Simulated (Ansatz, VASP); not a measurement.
## Ge8H (H-terminated Ge(111)): VASP beside Ansatz

Wanted: the spread between two codes on one cell, functional and k mesh. The structure shown is the end of the VASP relaxation below.

Program: Ansatz 0.2.0. Level of theory: plane waves, with VASP 6.6.1 beside it; single point at PBE. Results are calculated unless marked as measured.

### Step 1. The starting structure

The cell holds 18 atoms: 16 Ge and 2 H. Cell: a = 4.093 Å, b = 4.093 Å, c = 43.351 Å, α = 90.0°, β = 90.0°, γ = 60.0°. It derives from Ge. As first built, before any earlier steps moved the atoms: 16 layers of Ge at this functional's lattice, H on top and H below. Vacuum lies along c.

### Step 2. VASP: relaxation, PBE

This run makes the geometry at which the two programs are then compared.

Lines of VASP's logs that name or quote its potential files are left out, and so is its time.

Input file INCAR:

```
SYSTEM = Ge8H
PREC = Normal
ENCUT = 320
EDIFF = 1E-05
NELM = 120
ISMEAR = 0
SIGMA = 0.03
LREAL = Auto
ALGO = Fast
GGA = PE
NBANDS = 51
LORBIT = 11
LWAVE = .FALSE.
LCHARG = .FALSE.
KPAR = 4
IBRION = 2
NSW = 60
ISIF = 2
EDIFFG = -0.03
POTIM = 0.4
MAXMIX = 40
IDIPOL = 3
LDIPOL = .TRUE.
DIPOL = 0.5 0.5 0.5
```

Input file POSCAR:

```
Ge8H
1.0
    4.0934265369      0.0000000000      0.0000000000
    2.0467132684      3.5450113694      0.0000000000
    0.0000000000      0.0000000000     43.3514485943
Ge H
16 2
Direct
    0.3333333300      0.3333333300      0.2205232000
    0.6666666700      0.6666666700      0.2397974600
    0.6666666700      0.6666666700      0.2976202500
    0.0000000000      0.0000000000      0.3168945100
    0.0000000000      0.0000000000      0.3747172900
    0.3333333300      0.3333333300      0.3939915600
    0.3333333300      0.3333333300      0.4518143400
    0.6666666700      0.6666666700      0.4710886100
    0.6666666700      0.6666666700      0.5289113900
    0.0000000000      0.0000000000      0.5481856600
    0.0000000000      0.0000000000      0.6060084400
    0.3333333300      0.3333333300      0.6252827100
    0.3333333300      0.3333333300      0.6831054900
    0.6666666700      0.6666666700      0.7023797500
    0.6666666700      0.6666666700      0.7602025400
    0.0000000000      0.0000000000      0.7794768000
    0.3333333300      0.3333333300      0.1845382400
    0.0000000000      0.0000000000      0.8154617600
```

Input file KPOINTS:

```
Automatic mesh
0
Gamma
9 9 1
0 0 0
```

PAW data sets: Ge and H (PBE family, release 64).

The run is started by

```bash
$ mpirun -np 4 vasp_std
```

Numbers of over 12 decimals in the logs are rounded to 6 here.

The program printed:

```text
[banner, memory and clock lines left out]
running    4 mpi-ranks, on    1 nodes
 distrk:  each k-point on    1 cores,    4 groups
 distr:  one band on    1 cores,    1 groups

 POSCAR found type information on POSCAR GeH
 POSCAR found :  2 types and      18 ions
 LDA part: xc-table for (Slater+PW92), standard interpolation
 POSCAR, INCAR and KPOINTS ok, starting setup
 FFT: planning ... GRIDC
 FFT: planning ... GRID_SOFT
 FFT: planning ... GRID
 WAVECAR not read
 entering main loop
       N       E                     dE             d eps       ncg     rms          rms(c)
DAV:   1     0.236648211345E+03    0.23665E+03   -0.16993E+04  1224   0.672E+02
DAV:   2    -0.523347077121E+02   -0.28898E+03   -0.27559E+03  1636   0.143E+02
DAV:   3    -0.782573820371E+02   -0.25923E+02   -0.25463E+02  1487   0.447E+01
DAV:   4    -0.790449559219E+02   -0.78757E+00   -0.78265E+00  1680   0.831E+00
DAV:   5    -0.790683990116E+02   -0.23443E-01   -0.23418E-01  1592   0.134E+00    0.892E+00
RMM:   6    -0.783485272034E+02    0.71987E+00   -0.35956E-01  1225   0.162E+00    0.533E+00
RMM:   7    -0.780270197834E+02    0.32151E+00   -0.88909E-01  1229   0.274E+00    0.625E-01
RMM:   8    -0.780229597947E+02    0.40600E-02   -0.64172E-02  1247   0.920E-01    0.385E-01
RMM:   9    -0.780212484982E+02    0.17113E-02   -0.27896E-02  1263   0.465E-01    0.138E-01
RMM:  10    -0.780210373476E+02    0.21115E-03   -0.43403E-03  1319   0.188E-01    0.842E-02
RMM:  11    -0.780206925316E+02    0.34482E-03   -0.27275E-03  1226   0.138E-01    0.421E-02
RMM:  12    -0.780209102693E+02   -0.21774E-03   -0.57071E-04  1293   0.581E-02    0.220E-02
RMM:  13    -0.780214054588E+02   -0.49519E-03   -0.25566E-04  1191   0.405E-02    0.150E-02
RMM:  14    -0.780216623621E+02   -0.25690E-03   -0.10076E-04  1056   0.214E-02    0.678E-03
RMM:  15    -0.780219796863E+02   -0.31732E-03   -0.66749E-05   988   0.170E-02    0.373E-03
RMM:  16    -0.780220119157E+02   -0.32229E-04   -0.12413E-05   862   0.789E-03    0.237E-03
RMM:  17    -0.780221018414E+02   -0.89926E-04   -0.67986E-06   822   0.555E-03    0.126E-03
RMM:  18    -0.780221127045E+02   -0.10863E-04   -0.11450E-06   560   0.275E-03    0.706E-04
RMM:  19    -0.780221258354E+02   -0.13131E-04   -0.13107E-06   527   0.267E-03    0.514E-04
RMM:  20    -0.780221286823E+02   -0.28469E-05   -0.92568E-08   428   0.205E-03
   1 F= -.78022129E+02 E0= -.78021914E+02  d E =-.780221E+02
[... from here on, the cycles between the ionic steps are left out ...]
   2 F= -.78032410E+02 E0= -.78032199E+02  d E =-.102816E-01
   3 F= -.78032438E+02 E0= -.78032226E+02  d E =-.103091E-01
   4 F= -.78034681E+02 E0= -.78034470E+02  d E =-.224301E-02
   5 F= -.78038320E+02 E0= -.78038110E+02  d E =-.588263E-02
   6 F= -.78038442E+02 E0= -.78038232E+02  d E =-.600458E-02
   7 F= -.78039305E+02 E0= -.78039094E+02  d E =-.862235E-03
   8 F= -.78039328E+02 E0= -.78039117E+02  d E =-.885855E-03
   9 F= -.78039838E+02 E0= -.78039627E+02  d E =-.509662E-03
  10 F= -.78039838E+02 E0= -.78039627E+02  d E =-.510091E-03
 curvature:  -1.44 expect dE=-0.398E-03 dE for cont linesearch -0.295E-06
 trial: gam= 0.37461 g(F)=  0.276E-03 g(S)=  0.000E+00 ort = 0.141E-04 (trialstep = 0.177E+01)
 search vector abs. value=  0.423E-03
 bond charge predicted
       N       E                     dE             d eps       ncg     rms          rms(c)
DAV:   1    -0.780400810085E+02   -0.24352E-03   -0.10532E-02  1266   0.352E-01    0.331E-02
RMM:   2    -0.780400831724E+02   -0.21639E-05   -0.60131E-04  1225   0.718E-02    0.203E-02
RMM:   3    -0.780401304633E+02   -0.47291E-04   -0.14511E-04  1235   0.327E-02    0.208E-02
RMM:   4    -0.780401250414E+02    0.54218E-05   -0.19001E-05   871   0.130E-02
  11 F= -.78040125E+02 E0= -.78039914E+02  d E =-.286686E-03
 trial-energy change:   -0.000287  1 .order   -0.000275   -0.000497   -0.000054
 step:   1.9809(harm=  1.9809)  dis= 0.00352  next Energy=   -78.040117 (dE=-0.278E-03)
 reached required accuracy - stopping structural energy minimisation
```

From OUTCAR (step 2):

```text
ion  position               nearest neighbor table
   1  0.333  0.333  0.221-  17 1.56   2 2.51   2 2.51   2 2.51
   2  0.667  0.667  0.240-   1 2.51   1 2.51   1 2.51   3 2.51
   3  0.667  0.667  0.298-   4 2.51   4 2.51   4 2.51   2 2.51
   4  0.000  0.000  0.317-   5 2.51   3 2.51   3 2.51   3 2.51
   5  0.000  0.000  0.375-   4 2.51   6 2.51   6 2.51   6 2.51
   6  0.333  0.333  0.394-   7 2.51   5 2.51   5 2.51   5 2.51
   7  0.333  0.333  0.452-   6 2.51   8 2.51   8 2.51   8 2.51
   8  0.667  0.667  0.471-   9 2.51   7 2.51   7 2.51   7 2.51
   9  0.667  0.667  0.529-   8 2.51  10 2.51  10 2.51  10 2.51
  10  0.000  0.000  0.548-  11 2.51   9 2.51   9 2.51   9 2.51
  11  0.000  0.000  0.606-  10 2.51  12 2.51  12 2.51  12 2.51
  12  0.333  0.333  0.625-  13 2.51  11 2.51  11 2.51  11 2.51
  13  0.333  0.333  0.683-  12 2.51  14 2.51  14 2.51  14 2.51
  14  0.667  0.667  0.702-  13 2.51  13 2.51  13 2.51  15 2.51
  15  0.667  0.667  0.760-  16 2.51  16 2.51  16 2.51  14 2.51
  16  0.000  0.000  0.779-  18 1.56  15 2.51  15 2.51  15 2.51
  17  0.333  0.333  0.185-   1 1.56
  18  0.000  0.000  0.815-  16 1.56

  LATTYP: Found a hexagonal cell.
 ALAT       =     4.0934265368
 C/A-ratio  =    10.5905036293

 Subroutine GETGRP returns: Found 12 space group operations
 (whereof  6 operations were pure point group operations)

The static configuration has the point symmetry C_3v.
 The point group associated with its full space group is D_3d.

 Found     12 irreducible k-points:

   k-points           NKPTS =     12   k-points in BZ     NKDIM =     12   number of bands    NBANDS=     51

   dimension x,y,z NGX =    18 NGY =   18 NGZ =  192
   dimension x,y,z NGXF=    36 NGYF=   36 NGZF=  384

   ENCUT  =  320.0 eV  23.52 Ry    4.85 a.u.   5.97  5.97 63.23*2*pi/ulx,y,z

   NELECT =      66.0000    total number of electrons

 k-points in reciprocal lattice and weights: Automatic mesh
   0.00000000  0.00000000  0.00000000       0.012
   0.11111111 -0.00000000  0.00000000       0.074
   0.22222222  0.00000000  0.00000000       0.074
   0.33333333  0.00000000  0.00000000       0.074
   0.44444444  0.00000000  0.00000000       0.074
   0.22222222  0.11111111  0.00000000       0.074
   0.33333333  0.11111111  0.00000000       0.148
   0.44444444  0.11111111  0.00000000       0.148
  -0.44444444  0.11111111  0.00000000       0.074
   0.44444444  0.22222222  0.00000000       0.074
  -0.44444444  0.22222222  0.00000000       0.148
  -0.33333333  0.33333333  0.00000000       0.025

 dipolmoment           0.000000      0.000000     -0.000000 electrons x Angstroem

 average (electrostatic) potential at core
       1 -36.2716       2 -36.3212       3 -36.3433       4 -36.3530       5 -36.3523
       6 -36.3559       7 -36.3710       8 -36.3718       9 -36.3718      10 -36.3710
      11 -36.3559      12 -36.3523      13 -36.3530      14 -36.3433      15 -36.3212
      16 -36.2716      17 -36.5768      18 -36.5768

 E-fermi :   0.3192

 k-point     1 :       0.0000    0.0000    0.0000
  band No.  band energies     occupation
    ...
     30       0.1615      2.00000
     31       0.1615      2.00000
     32       0.2553      1.99739
     33       0.3191      1.00051
     34       0.3191      1.00048
     35       0.3860      0.00162
     36       0.4636      0.00000
     37       0.5623      0.00000
     38       0.7351      0.00000
     39       0.8646      0.00000
    ...

 k-point     2 :       0.1111   -0.0000    0.0000
  band No.  band energies     occupation
    ...
     29      -0.5262      2.00000
     30      -0.2771      2.00000
     31      -0.1308      2.00000
     32      -0.0396      2.00000
     33       0.1223      2.00000
     34       1.2988      0.00000
     35       1.4450      0.00000
     36       1.5160      0.00000
     37       1.5977      0.00000
     38       1.6962      0.00000
    ...

 k-point     3 :       0.2222    0.0000    0.0000
  band No.  band energies     occupation
    ...
     29      -1.0037      2.00000
     30      -0.7379      2.00000
     31      -0.5442      2.00000
     32      -0.4886      2.00000
     33      -0.3206      2.00000
     34       1.1527      0.00000
     35       1.6418      0.00000
     36       1.7036      0.00000
     37       1.8491      0.00000
     38       1.8804      0.00000
    ...

  Total       -0.8458085     -0.8458085     -1.4053223      0.0000000     -0.0000000      0.0000000
  in kB       -2.1541422     -2.1541422     -3.5791365      0.0000000     -0.0000000      0.0000000
  external PRESSURE =      -2.6291403 kB  Pullay stress =       0.0000000 kB

  energy-cutoff  :      320.00
  volume of cell :      629.08
      direct lattice vectors                 reciprocal lattice vectors
     4.093426537  0.000000000  0.000000000     0.244294112 -0.141043271  0.000000000
     2.046713268  3.545011369  0.000000000     0.000000000  0.282086542  0.000000000
     0.000000000  0.000000000 43.351448594     0.000000000  0.000000000  0.023067280

 POSITION                                       TOTAL-FORCE (eV/Angst)
 -----------------------------------------------------------------------------------
      2.04671      1.18167      9.59884         0.000000     -0.000000      0.000372
      4.09343      2.36334     10.38926         0.000000     -0.000000      0.003084
      4.09343      2.36334     12.88645         0.000000     -0.000000     -0.000166
      2.04671      3.54501     13.72332         0.000000      0.000000      0.021558
      6.14014      3.54501     16.23489         0.000000      0.000000     -0.000110
      2.04671      1.18167     17.07784         0.000000      0.000000     -0.010856
      2.04671      1.18167     19.58552         0.000000      0.000000     -0.004484
      4.09343      2.36334     20.42405         0.000000      0.000000     -0.010557
      4.09343      2.36334     22.92740        -0.000000      0.000000      0.010557
      6.14014      3.54501     23.76593        -0.000000     -0.000000      0.004484
      4.09343      0.00000     26.27361        -0.000000     -0.000000      0.010856
      2.04671      1.18167     27.11656        -0.000000      0.000000      0.000110
      2.04671      1.18167     29.62812         0.000000      0.000000     -0.021558
      4.09343      2.36334     30.46500         0.000000      0.000000      0.000166
      4.09343      2.36334     32.96219         0.000000      0.000000     -0.003084
      4.09343      0.00000     33.75261        -0.000000     -0.000000     -0.000372
      2.04671      1.18167      8.02487         0.000000      0.000000      0.013206
      2.04671      3.54501     35.32658         0.000000      0.000000     -0.013206
 -----------------------------------------------------------------------------------
    total drift:                               -0.000001     -0.000000      0.000004

  FREE ENERGIE OF THE ION-ELECTRON SYSTEM (eV)
  ---------------------------------------------------
  free  energy   TOTEN  =       -78.0401250414 eV

  energy  without entropy=      -78.0397034236  energy(sigma->0) =      -78.03991423

 reached required accuracy - stopping structural energy minimisation

 vacuum level on the upper side and lower side of the slab         4.687         4.687

 total charge
# of ion       s       p       d       tot
------------------------------------------
    1        1.112   1.271   0.066   2.449
    2        1.126   1.221   0.053   2.400
    3        1.133   1.201   0.053   2.387
    4        1.136   1.193   0.053   2.381
    5        1.137   1.191   0.052   2.380
    6        1.137   1.191   0.052   2.381
    7        1.137   1.192   0.053   2.382
    8        1.137   1.193   0.053   2.383
    9        1.137   1.193   0.053   2.383
   10        1.137   1.192   0.053   2.382
   11        1.137   1.191   0.052   2.381
   12        1.137   1.191   0.052   2.380
   13        1.136   1.193   0.053   2.381
   14        1.133   1.201   0.053   2.387
   15        1.126   1.221   0.053   2.400
   16        1.112   1.271   0.066   2.449
   17        0.529   0.010   0.000   0.539
   18        0.529   0.010   0.000   0.539
--------------------------------------------------
tot         19.170  19.327   0.868  39.364

[... 3 further parts left out ...]
```

CONTCAR:

```
Ge8H
   1.00000000000000
     4.0934265369000000    0.0000000000000000    0.0000000000000000
     2.0467132684000000    3.5450113694000001    0.0000000000000000
     0.0000000000000000    0.0000000000000000   43.3514485943000025
  Ge              H
    16     2
Direct
     0.3333333300000021    0.3333333300000021    0.2214190309986805
     0.6666666699999979    0.6666666699999979    0.2396519163678422
     0.6666666699999979    0.6666666699999979    0.2972553115911070
     0.0000000000000000    1.0000000000000000    0.3165597770948004
     1.0000000000000000    1.0000000000000000    0.3744946616446644
     0.3333333300000021    0.3333333300000021    0.3939393314061621
     0.3333333300000021    0.3333333300000021    0.4517846767222494
     0.6666666699999979    0.6666666699999979    0.4711272496234212
     0.6666666699999979    0.6666666699999979    0.5288727503765790
     1.0000000000000000    1.0000000000000000    0.5482153232777506
     1.0000000000000000    0.0000000000000000    0.6060606685938378
     0.3333333300000021    0.3333333300000021    0.6255053383553356
     0.3333333300000021    0.3333333300000021    0.6834402229051997
     0.6666666699999979    0.6666666699999979    0.7027446884088930
     0.6666666699999979    0.6666666699999979    0.7603480836321578
     1.0000000000000000    0.0000000000000000    0.7785809690013195
     0.3333333300000021    0.3333333300000021    0.1851118630186910
     0.0000000000000000    1.0000000000000000    0.8148881369813091
```

The data set Ge keeps the semicore shell frozen, which is cheaper and a little less accurate. The run keeps the 12 symmetry operations of its start, so it cannot find a distortion of lower symmetry.

(Part 1 of 2 ends here.)

[Lines on the potential files, build, host, timing and source positions are cut from VASP's logs without a mark.]

[Logs are printed without paths, hosts, clocks, repeated set-up lines and the standing remarks that a program may print on its own settings, such as how far it seeks lower states.]

[Hosts, paths, dates, database ids (printed as entryN), source tags and the programs' standing remarks are cut or masked in the printed files.]
